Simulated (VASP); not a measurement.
# TiC (relaxed from the NiAs type structure, space group P6_3/mmc): computed properties

Level of theory: r2SCAN meta-GGA, VASP's PBE PAW potentials (set 64) (plane waves; VASP 6.6.1).

For TiC, the space group is P6_3/mmc (194), the cell is a = 3.0450 Å, b = 3.0450 Å, c = 5.3623 Å, α = 90.00°, β = 90.00°, γ = 120.00° and the volume per atom is 10.76 Å³/atom. The band gap (over mesh and band path) is none (metal, semimetal or under 0.01 eV) and the density is 4.62 g/cm³.

Space group P6₃/mmc (No. 194); a = b = 3.045 Å, c = 5.362 Å, α = β = 90.00°, γ = 120.00°

```json
[
 {"atom": "Ti", "site": "2a", "symmetry": "-3m.", "x": "0.0000", "y": "0.0000", "z": "0.0000"},
 {"atom": "C", "site": "2c", "symmetry": "-6m2", "x": "0.3333", "y": "0.6667", "z": "0.2500"}
]
```

The structure was generated: TiC was put into the NiAs type type (P6_3/mmc), which need not be its known phase. It was relaxed first, which changed the volume by -33 %. Symmetry was kept, so distortions that lower it aren't found.
